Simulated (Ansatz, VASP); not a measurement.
# Ru (Ruthenium): VASP beside Ansatz, part 2 of 2

Aim: how closely do two programs agree when they are given the same cell, functional and k mesh? The cell is taken from a series of runs on this material, whose earlier steps may have relaxed, scaled, displaced or heated it; both programs get it as it stands.

VASP 6.6.1 and Ansatz 0.2.0.

So far: The starting structure; VASP: zone-centre phonons, PBEsol.

## Step 3: Ansatz: zone-centre phonons, PBEsol

Level of this step: Ansatz beside VASP: Kohn-Sham DFT, plane waves, PBEsol (Ansatz).

Ansatz runs on its PAW soft_1 files.

The same cell, functional, mesh and smearing now go to Ansatz, which takes its cutoff from its data sets.

The input, input.yaml:

```yaml
crystal:
  lattice:
    - [2.7443091458, 0.0, 0.0]
    - [-1.3721545729, 2.3766414361, 0.0]
    - [0.0, 0.0, 4.2019354934]
  atoms:
    - { symbol: Ru, position: [0.3333333333, 0.6666666667, 0.25] }
    - { symbol: Ru, position: [0.6666666667, 0.3333333333, 0.75] }
kpoints:
  mp_grid: { grid: [18, 18, 12] }
hamiltonian:
  xc: pbesol
  pseudopotentials: { kind: paw, azcp: { folder: soft_1 }, xc_functional: pbe }
scf:
  occupations: { method: methfessel_paxton, width: 0.2 }
output:
  eigenvalues: true
phonons:
  method: dfpt
```

On the command line:

```
> ansatz run input.yaml --threads 4 --pin off --max-ram 10240MiB --backend cpu --events-out ev --progress --plain --runs-dir out
```

Numbers of over 12 decimals in the logs are rounded to 6 here.

Log:

```text
zone centre: on kpoints.mp_grid the ground state, and the responses unless they are solved on pairs of k-points, stand on 637 of the mesh's 3888 k-points, reduced under 4 symmetry operations, with k and −k counted as one. Each operation leaves every solved displacement unchanged or reverses it
Engine: ansatz 0.2.0, x86_64-unknown-linux-gnu
Pseudopotentials: kind: paw
Pseudopotential: Ru, paw, valence charge 16, recommended cutoff 420 eV (normal), soft_1/Ru.paw.azcp
Functional definition: PBEsol
  exchange = pbesol_x
  correlation = pbesol_c
Crystal: 2 atoms, lattice volume = 27.406 Å³
Basis set: ecut = 420 eV, 537 PW (Γ), exchange–correlation on 40×40×60 points (8 copies of the dense FFT grid, shifted against one another)
Bands: 20, of which v1, the nominal top of the filled ones, is band 16 counted from 1 (15 counted from 0)
Symmetry: 24 space group operations
k-points: 637 of 3888 (irreducible under 4 space group operations, time reversal used)
Non-local potential: Ru, projectors of the file, l = 0: 3, l = 1: 2, l = 2: 2, l = 3: 1
PAW form: soft (Blöchl's): semilocal exchange-correlation on the pseudo side does not see the compensation charge
PAW frozen core: Ru, regenerated for the run's functional, and the local potential with it (the file was generated under x = pbe(κ = 0.804, μ = 0.219515), c = pbe(β = 0.066725))
PAW one-centre angular grid: Ru, 590 points (default); XC on 64 Gauss nodes
Initial density: superposition of atomic densities (chi_scale 0.1, normalization cell)
Initial wavefunctions: pseudopotential atomic-orbital guess
Functional: x = pbesol(κ = 0.804, μ = 0.123457), c = pbesol(β = 0.046)
SCF iter   1: F=—  HF=-11634.552609 eV  |F-HF|=—  |Δ(HF+E_count)|=         —  Δρ=1.31e-1  dr2=4.53e0  ethr=3.10e-3  ⟨swp⟩=5.1  Hψ=111009  notcnv=0  defer=57
automatic band count: the SCF goes on with 24 bands, as 20 were too few: they end inside the smearing window of the response
preconditioner: auto → none  [metal: Δε(μ)=0.028 eV  Ē_g=11.411 eV  σ=0.200 eV  W_gap=0.12  n_scr=8 (ndim 8)  ℏωp=28.4 eV  f_vac=0.000  D(μ)=1.45/eV (n_scr^D=22)  sad-step TF]
SCF iter   2: F=—  HF=-11633.524953 eV  |F-HF|=—  |Δ(HF+E_count)|=    1.03e0  S|Δr|=    0.00e0  Δρ=7.44e-2  dr2=1.47e0  ethr=3.10e-3  ⟨swp⟩=2.8  Hψ=30030  notcnv=0  defer=1740
SCF iter   3: F=—  HF=-11633.050134 eV  |F-HF|=—  |Δ(HF+E_count)|=   4.75e-1  S|Δr|=    0.00e0  Δρ=3.81e-3  dr2=1.58e-3  ethr=3.10e-3  ⟨swp⟩=2.2  Hψ=22644  notcnv=0  defer=1740
SCF iter   4: F=—  HF=-11633.051279 eV  |F-HF|=—  |Δ(HF+E_count)|=   1.14e-3  S|Δr|=    0.00e0  Δρ=3.72e-4  dr2=1.04e-5  ethr=4.95e-6  ⟨swp⟩=2.4  Hψ=31600  notcnv=0  defer=1604
SCF iter   5: F=—  HF=-11633.051289 eV  |F-HF|=—  |Δ(HF+E_count)|=   1.03e-5  S|Δr|=    0.00e0  Δρ=1.60e-4  dr2=4.18e-6  ethr=3.24e-8  ⟨swp⟩=2.0  Hψ=23949  notcnv=0  defer=1604
SCF iter   6: F=—  HF=-11633.051288 eV  |F-HF|=—  |Δ(HF+E_count)|=   1.70e-6  S|Δr|=    0.00e0  Δρ=4.10e-5  dr2=3.60e-7  ethr=1.31e-8  ⟨swp⟩=2.1  Hψ=22678  notcnv=0  defer=1604
SCF iter   7: F=—  HF=-11633.051287 eV  |F-HF|=—  |Δ(HF+E_count)|=   6.21e-7  S|Δr|=    0.00e0  Δρ=3.42e-6  dr2=1.94e-9  ethr=1.13e-9  ⟨swp⟩=2.8  Hψ=22816  notcnv=0  defer=1604
SCF iter   8: F=—  HF=-11633.051287 eV  |F-HF|=—  |Δ(HF+E_count)|=  6.00e-10  S|Δr|=    0.00e0  Δρ=3.06e-7  dr2=1.00e-11  ethr=1.00e-12  ⟨swp⟩=9.2  Hψ=87839  notcnv=0
SCF iter   9: F=-11633.051287 eV  HF=-11633.051287 eV  |F-HF|=1.82e-12  |Δ(HF+E_count)|=  5.46e-12  S|Δr|=    0.00e0  Δρ=3.02e-8  dr2=8.72e-14  ethr=1.00e-12  ⟨swp⟩=4.6  Hψ=49901  notcnv=0
SCF 1 converged in 9 iterations: F = -11633.051287 eV  dr2 = 8.72e-14
  greatest PAW one-centre occupation: 1.000 electrons in one spin orbital (limit 2), on the Ru atom at site 1 (counted from 0), in its partial waves of l = 0
DFPT response loops at Γ: preconditioner auto → Kerker (q_TF=auto, 2.800 Å⁻¹) (partly filled bands, converged f_vac=0.000); β = 1.00, the filter's whole step (`scf.mixing.beta` (0.50) is not read by the response loops under this deck's `scf.mixing.preconditioner`; to damp them name `kerker` or `kerker_dos`, under which they read `scf.mixing.beta`, and type it under 1.00, their step now; both keys bind the ground state too); Broyden in place of MSR1
SCF converged after 9 iterations
Stability not checked: this state was not tested for a lower state beside it, because cold or Methfessel-Paxton smearing, or corrected tetrahedra, fill the levels in a way that the test cannot read (fill_not_monotonic; see scf.lower_state_search)
Free energy (F): -11633.051287 eV
Harris-Foulkes:  -11633.051287 eV  (|F-HF|=1.82e-12)
Internal energy: -11633.050710 eV  (E = F + TS)
E sigma→0 (E₀):  -11633.051143 eV
Entropy (-TS):   -0.000577 eV (-0.289 meV/atom)
Fermi energy:    22.924257 eV
Step filling:    the computed levels leave a gap of 0.0000 eV = 0.0 smearing widths at the electron count; against every level under it full and every level over it empty, smearing changes F+E_penalty+E_count by +0.647 meV and its σ→0 estimate by +0.791 meV
--- Per-component energies (eV) ---
  E_band       = -124.188084
  E_kinetic    = 919.210761
  E_local      = -2563.452550  (includes V_loc(G=0)·N_el)
  E_nonlocal   = 828.434548
  E_hartree    = 846.766142
  E_xc         = -338.086626
  E_vxc        = -428.899970  (∫ρ·V_xc dr)
  E_paw        = -6879.820363  (= ΣΔE_a)
  E_vpaw       = -573.014361  (= ΣTr[D̂ρ^β])
  E_aug_tail   = 0.001216  (compensation charges beyond the density's cutoff)
  E_ewald      = -4446.610430
  E_core_change = 0.506593  (= ΣΔE_core)
  E_smearing   = -0.000577  (= −TS)
  E_closure    = 0.000000  (closes the sum)
  Σ components = -11633.051287   (vs F -11633.051287, Δ=0.00e0)
--- Band table (eV; the first three rows and the last of 637) ---
  k-point 0: bands = [... 12 lower, 20.8243, 21.0616, 21.0616, 21.2929, 21.2929, 24.0916, 24.0916, 24.5195, ... 4 higher]
  k-point 1: bands = [... 12 lower, 20.7789, 21.0036, 21.0036, 21.4365, 21.4365, 24.1066, 24.1066, 24.2372, ... 4 higher]
  k-point 2: bands = [... 12 lower, 20.6525, 20.8481, 20.8481, 21.7742, 21.7742, 23.5132, 24.1300, 24.1300, ... 4 higher]
  k-point 636: bands = [... 12 lower, 20.2870, 20.2870, 21.5669, 21.5669, 24.5006, 24.5006, 27.8261, 27.8261, ... 4 higher]
--- Phonons (Γ-DFPT): 2 representative perturbations + reference, on 637 of 3888 k-points (Σ response iterations 6) ---
  k mesh reduced under 4 symmetry operations, with k and −k counted as one. Each operation leaves every solved displacement unchanged or reverses it
  ASR residual: 3.736e-5 → 0.000e0 eV/Å²; symmetrization residual: 3.968e-13 eV/Å²
  ASR residual per site (eV/Å²): 3.74e-5 3.74e-5
  Γ frequencies (cm⁻¹): 0.00 0.00 0.00 205.34 205.34 271.78
  non-analytic LO–TO correction: not included (Born effective charges unavailable; polar crystals: no LO–TO splitting at Γ)
```

## Step 4: Differences

Known differences besides the potentials themselves: the data sets hold 32 valence electrons in Ansatz (on its PAW soft_1 files) and 28 in VASP; the cutoff is 420 eV in Ansatz and 500 eV in VASP; Ansatz makes its cores anew for this functional, VASP keeps those of its PBE data sets. Total energies have different zeros and are not compared.

The two programs side by side:

```csv
quantity,Ansatz,VASP,difference
optical mode 1 to 2 (cm⁻¹),205.3,205.4,-0.04 %
optical mode 3 (cm⁻¹),271.8,271.9,-0.04 %
```

Modes are paired by rising frequency, not by their patterns, so a pair may set unlike modes beside each other; they are those without the splitting of longitudinal modes.

## Step 5: Outcome

| Quantity | Value |
| --- | --- |
| r.m.s. difference of the optical zone-centre modes, each program's sorted by frequency (zone-centre phonons, PBEsol) | 0.092 cm⁻¹ |

In words: The r.m.s. difference of the optical zone-centre modes, each program's sorted by frequency is 0.092 cm⁻¹ (zone-centre phonons, PBEsol). The data sets hold unlike numbers of valence electrons (32 in Ansatz and 28 in VASP), so part of the differences comes from the potentials. How closely two codes agree says nothing of how well the functional describes the real material.

[Lines on the potential files, build, host, timing and source positions are cut from VASP's logs without a mark.]

[Logs are printed without paths, hosts, clocks, repeated set-up lines and the standing remarks that a program may print on its own settings, such as how far it seeks lower states.]

[Hosts, paths, dates, database ids (printed as entryN), source tags and the programs' standing remarks are cut or masked in the printed files.]
